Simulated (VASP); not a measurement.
Runs of VASP 6.6.1 on Hf. Symmetry: P6_3/mmc, No. 194, hexagonal system. The conventional cell has a = 3.158 Å, b = 3.158 Å, c = 4.988 Å, α = 90.00°, β = 90.00°, γ = 120.00°. Hf (site symmetry -6m2) is surrounded by 12 Hf at 3.09 to 3.16 Å. 

```csv
level,k mesh,cutoff (eV),smearing,gap on the mesh (eV),pressure (GPa)
PBEsol,24 × 24 × 14,520,gaussian 0.1 eV,none,0.0
PBEsol,15 × 15 × 8,520,gaussian 0.5 eV,none,0.3
PBEsol,15 × 15 × 8,900,gaussian 0.1 eV,none,0.0
r2SCAN,15 × 15 × 8,520,gaussian 0.1 eV,none,(a)
PBEsol,15 × 15 × 8,700,gaussian 0.1 eV,none,0.0
```

Alike in all rows: task single point; potentials or basis VASP PAW PBE potentials, release 64 (Hf_pv); no spin polarisation; cell as given.

Problem. Fill in the values left out.

Solution. (a) 3.8.

Caveats: the PAW data sets were made with another functional, which shifts forces and pressure a little.

A k mesh can miss the band edges, and the runs leave out spin-orbit coupling on Hf.

A gap of «none» marks a metal or a gap under the smearing width.

Not every run made on this cell is shown here.
